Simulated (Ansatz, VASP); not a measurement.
# Cross-check of ScGe (ScGe (Cmcm)) between VASP and Ansatz

Wanted: the spread between two codes on one cell, functional and k mesh. The cell is taken from a series of runs on this material, whose earlier steps may have relaxed, scaled, displaced or heated it; both programs get it as it stands.

Calculated with Ansatz 0.2.0; plane waves, with VASP 6.6.1 beside it; relaxation of cell and atoms at r2SCAN.

### Step 1. The starting structure

It takes space group Cmcm (No. 63, orthorhombic). The conventional cell has a = 4.010 Å, b = 10.102 Å, c = 3.775 Å, α = 90.00°, β = 90.00°, γ = 90.00°. Sc has 7 Ge at 2.76 to 3.04 Å nearest. Nearest to Ge lie 2 Ge at 2.61 Å and 7 Sc at 2.76 to 3.04 Å. Farther neighbours are not listed.

### Step 2. Ansatz: relaxation of cell and atoms, r2SCAN

Ansatz runs on its PAW soft_1 files.

The relaxed volume is the usual yardstick between codes: in a stiff, nearly cubic crystal its relative difference is about their pressure difference at one cell divided by the bulk modulus.

File input.yaml:

```yaml
crystal:
  lattice:
    - [2.0048454, -5.0508365, 0.0]
    - [2.0048454, 5.0508365, 0.0]
    - [0.0, 0.0, 3.7749544]
  atoms:
    - { symbol: Sc, position: [0.86300927, 0.13699073, 0.25] }
    - { symbol: Sc, position: [0.13699073, 0.86300927, 0.75] }
    - { symbol: Ge, position: [0.58950717, 0.41049283, 0.25] }
    - { symbol: Ge, position: [0.41049283, 0.58950717, 0.75] }
basis:
  ecutwfc: 500
  xc_grid: 2
hamiltonian:
  xc: r2scan
  pseudopotentials: { kind: paw, azcp: { folder: soft_1 } }
kpoints:
  mp_grid: { grid: [10, 10, 10] }
scf:
  occupations: { method: fermi_dirac, width: 0.05 }
  max_iter: 150
output:
  forces: true
  stress: true
relax:
  f_tol: 0.01
  max_steps: 60
  cell: {}
checkpoint:
  write: "../r2scan.run"
  compress: false
  write_wavefunctions: false
  write_every: 100000
```

The run is started by

```
$ ansatz run input.yaml --threads 4 --pin off --max-ram 7536MiB --backend cpu --events-out ev --progress --plain --runs-dir out
```

Numbers of over 12 decimals in the logs are rounded to 6 here.

Log:

```text
Engine: ansatz 0.2.0, x86_64-unknown-linux-gnu
Pseudopotentials: kind: paw
Pseudopotential: Sc, paw, valence charge 11, recommended cutoff 500 eV (meta_gga), soft_1/Sc.paw.azcp
Pseudopotential: Ge, paw, valence charge 14, recommended cutoff 500 eV (meta_gga), soft_1/Ge.paw.azcp
Functional definition: r2SCAN
  parameter k0 = 0.174
  parameter k1 = 0.065
  parameter a1 = 4.9479
  exchange = r2scan_x(k0 = k0, k1 = k1, a1 = a1)
  correlation = r2scan_c
Crystal: 4 atoms, lattice volume = 76.451 Å³
Basis set: ecut = 500 eV, 1905 PW (Γ), exchange–correlation on 80×80×60 points (8 copies of the dense FFT grid, shifted against one another)
Bands: 30, of which v1, the nominal top of the filled ones, is band 25 counted from 1 (24 counted from 0)
Symmetry: 8 space group operations
Space group: Cmcm (ITA 63), of the structure as read, at distance tolerance 4.2e-5 Å
k-points: 186 of 1000
Non-local potential: Sc, projectors of the file, l = 0: 3, l = 1: 2, l = 2: 3, l = 3: 1
Non-local potential: Ge, projectors of the file, l = 0: 2, l = 1: 2, l = 2: 3, l = 3: 1
PAW form: soft (Blöchl's): semilocal exchange-correlation on the pseudo side does not see the compensation charge
PAW frozen core: Sc, regenerated for the run's functional (the file was generated under x = pbe(κ = 0.804, μ = 0.219515), c = pbe(β = 0.066725))
PAW frozen core: Ge, regenerated for the run's functional (the file was generated under x = pbe(κ = 0.804, μ = 0.219515), c = pbe(β = 0.066725))
PAW one-centre angular grid: Sc, 590 points (default); XC on 224 Gauss nodes
PAW one-centre angular grid: Ge, 590 points (default); XC on 160 Gauss nodes
Initial density: superposition of atomic densities (chi_scale 0.1, normalization cell, long waves kept (reshape's long-wave potential 0.00 eV rms))
Initial wavefunctions: pseudopotential atomic-orbital guess
Functional: x = r2scan, c = r2scan; τ floored in thin density (d = 2e-4 eV/Å³)
iter 1 solved again at ethr=2.14e-3 eV; its pass at ethr=3.10e-3 eV (dr2=1.07e0 eV) is discarded
SCF iter   1: F=—  HF=-12890.523260 eV  |F-HF|=—  |Δ(HF+E_count)|=         —  Δρ=3.38e-2  dr2=1.07e0  dr2_τ=1.94e-2  ethr=2.14e-3  ⟨swp⟩=1.0  Hψ=27262  notcnv=0
preconditioner: auto → Kerker (q_TF=auto, 2.542 Å⁻¹)  [metal: Δε(μ)=0.004 eV  Ē_g=16.905 eV  σ=0.050 eV  W_gap=0.02  n_scr=26 (ndim 8)  ℏωp=24.8 eV  f_vac=0.000  D(μ)=1.91/eV (n_scr^D=12)]
SCF iter   2: F=—  HF=-12890.578187 eV  |F-HF|=—  |Δ(HF+E_count)|=   5.49e-2  Δρ=2.01e-2  dr2=3.13e-1  dr2_τ=2.83e-3  ethr=2.14e-3  ⟨swp⟩=3.0  Hψ=9623  notcnv=0
SCF iter   3: F=—  HF=-12890.611190 eV  |F-HF|=—  |Δ(HF+E_count)|=   3.30e-2  Δρ=6.77e-3  dr2=3.95e-2  dr2_τ=7.71e-4  ethr=6.26e-4  ⟨swp⟩=2.3  Hψ=9992  notcnv=0
SCF iter   4: F=—  HF=-12890.604006 eV  |F-HF|=—  |Δ(HF+E_count)|=   7.18e-3  Δρ=2.07e-3  dr2=2.00e-3  dr2_τ=1.45e-4  ethr=7.91e-5  ⟨swp⟩=2.1  Hψ=10666  notcnv=0
SCF iter   5: F=—  HF=-12890.605419 eV  |F-HF|=—  |Δ(HF+E_count)|=   1.41e-3  Δρ=7.39e-4  dr2=2.91e-4  dr2_τ=7.92e-6  ethr=4.00e-6  ⟨swp⟩=2.0  Hψ=8737  notcnv=0
SCF iter   6: F=—  HF=-12890.605610 eV  |F-HF|=—  |Δ(HF+E_count)|=   1.91e-4  Δρ=1.69e-4  dr2=2.51e-5  dr2_τ=2.51e-7  ethr=5.81e-7  ⟨swp⟩=2.0  Hψ=8368  notcnv=0
SCF iter   7: F=—  HF=-12890.605631 eV  |F-HF|=—  |Δ(HF+E_count)|=   2.11e-5  Δρ=5.91e-5  dr2=3.54e-6  dr2_τ=2.58e-8  ethr=5.03e-8  ⟨swp⟩=2.0  Hψ=8755  notcnv=0
SCF iter   8: F=—  HF=-12890.605633 eV  |F-HF|=—  |Δ(HF+E_count)|=   2.51e-6  Δρ=1.50e-5  dr2=2.15e-7  dr2_τ=2.33e-9  ethr=7.08e-9  ⟨swp⟩=2.1  Hψ=8592  notcnv=0
SCF iter   9: F=-12890.605633 eV  HF=-12890.605633 eV  |F-HF|=2.74e-9  |Δ(HF+E_count)|=   6.95e-8  Δρ=3.66e-6  dr2=1.75e-8  dr2_τ=3.34e-10  ethr=2.00e-10  ⟨swp⟩=4.0  Hψ=16998  notcnv=0
SCF 1 converged in 9 iterations: F = -12890.605633 eV  dr2 = 1.75e-8
  greatest PAW one-centre occupation: 0.998 electrons in one spin orbital (limit 2), on the Ge atom at site 3 (counted from 0), in its partial waves of l = 2
relax step   1: F+E_penalty+E_count = -12890.60563342 eV  Δ(F+E_penalty+E_count) = +0.000e0 eV  max|allowed force component| = 3.163e-2 eV/Å  Δτ_max = 0.0000 Å  P = -0.219 GPa  Ω = 76.451 Å³  (9 SCF iters, dr2 threshold 1.00e-7 eV, accepted)
[...]
relax step   2: F+E_penalty+E_count = -12890.60421827 eV  Δ(F+E_penalty+E_count) = +1.415e-3 eV  max|allowed force component| = 1.057e-1 eV/Å  Δτ_max = 0.0182 Å  P = +0.333 GPa  Ω = 76.071 Å³  energy of the carried Pulay correction = +1.162e-4 eV  (7 SCF iters, dr2 threshold 1.74e-7 eV, rejected (line search))
[...]
relax step   3: F+E_penalty+E_count = -12890.60594296 eV  Δ(F+E_penalty+E_count) = -3.095e-4 eV  max|allowed force component| = 2.705e-3 eV/Å  Δτ_max = 0.0045 Å  P = -0.025 GPa  Ω = 76.310 Å³  energy of the carried Pulay correction = +4.319e-5 eV  (10 SCF iters, accepted)
[...]
relax step   4: F+E_penalty+E_count = -12890.60590287 eV  Δ(F+E_penalty+E_count) = +4.009e-5 eV  max|allowed force component| = 2.696e-3 eV/Å  Δτ_max = 0.0000 Å  P = -0.025 GPa  Ω = 76.310 Å³  stress off target by 3.41e-2 GPa  SCF on the basis re-selected at this cell (its energy is not comparable with the rows above)  (3 SCF iters)
basis re-selected at this cell: Δ(F+E_penalty+E_count) = +4.009e-5 eV, ΔP = -0.000 GPa vs the last step (what re-selecting the basis moved, of the pressure what is left beyond the Pulay correction that the steps carried, after the strain that the cell walked since its last selection, with what the two solves' SCF thresholds leave and, on support functions, any second-order correction that the steps lacked; it is no m [...]
SCF converged after 3 iterations
Free energy (F): -12890.605903 eV
Harris-Foulkes:  -12890.605903 eV  (|F-HF|=1.46e-11)
Internal energy: -12890.590803 eV  (E = F + TS)
E sigma→0 (E₀):  -12890.598353 eV
Entropy (-TS):   -0.015100 eV (-3.775 meV/atom)
Fermi energy:    11.641736 eV
--- Per-component energies (eV) ---
  E_band       = -535.307326
  E_kinetic    = 604.225718
  E_local      = -5596.205701  (includes V_loc(G=0)·N_el)
  E_nonlocal   = 718.676916
  E_hartree    = 2525.074882
  E_xc         = -298.492401
  E_vxc        = -370.361610  (∫ρ·V_xc dr)
  E_paw        = -6050.180379  (= ΣΔE_a)
  E_vpaw       = -964.067721  (= ΣTr[D̂ρ^β])
  E_aug_tail   = 0.000035  (compensation charges beyond the density's cutoff)
  E_vtau       = 22.275190  (kinetic-family band-sum trace: ∫τ·v_τ [+ j·A + Jᵃ·Aᵃ] dr)
  E_ewald      = -4791.041368
  E_core_change = -2.648504  (= ΣΔE_core)
  E_smearing   = -0.015100  (= −TS)
  E_closure    = 0.000000  (closes the sum)
  Σ components = -12890.605903   (vs F -12890.605903, Δ=0.00e0)
--- Forces (eV/Å), atoms counted from 1 ---
  atom   1  Sc     0.00000000     0.00067888     0.00000000
  atom   2  Sc     0.00000000    -0.00067888     0.00000000
  atom   3  Ge     0.00000000     0.00269593     0.00000000
  atom   4  Ge     0.00000000    -0.00269593     0.00000000
  max |Σ_I F_I| component: 4.34e-19 eV/Å
--- Stress (GPa, compression-positive) ---
       -0.019684       0.000000       0.000000
        0.000000      -0.034087       0.000000
        0.000000       0.000000      -0.020937
  P = ⅓ Tr σ = -0.0249 GPa (-0.249 kbar)
--- Relaxed structure (3 steps of the walk, 2 accepted, 1 SCFs on fresh bases) ---
  F+E_penalty+E_count = -12890.60590287 eV   max|allowed force component| = 2.696e-3 eV/Å   (the final SCF, on the basis selected at the relaxed cell)
  cell:  # Å, volume = 76.3098 Å³
    - [2.005458, -5.045534, 0.0]
    - [2.005458, 5.045534, 0.0]
    - [0.0, 0.0, 3.770768]
  atoms:
    - { symbol: Sc, position: [0.863451, 0.136549, 0.25] }
    - { symbol: Sc, position: [0.136549, 0.863451, 0.750000] }
    - { symbol: Ge, position: [0.589651, 0.410349, 0.25] }
    - { symbol: Ge, position: [0.410349, 0.589651, 0.750000] }
```

The column dr2 measures how far the density is from self-consistency, as an energy; F and HF (Harris–Foulkes) agree once it is small.

(Part 1 of 2 ends here.)

[Lines on the potential files, build, host, timing and source positions are cut from VASP's logs without a mark.]

[Logs are printed without paths, hosts, clocks, repeated set-up lines and the standing remarks that a program may print on its own settings, such as how far it seeks lower states.]

[Hosts, paths, dates, database ids (printed as entryN), source tags and the programs' standing remarks are cut or masked in the printed files.]
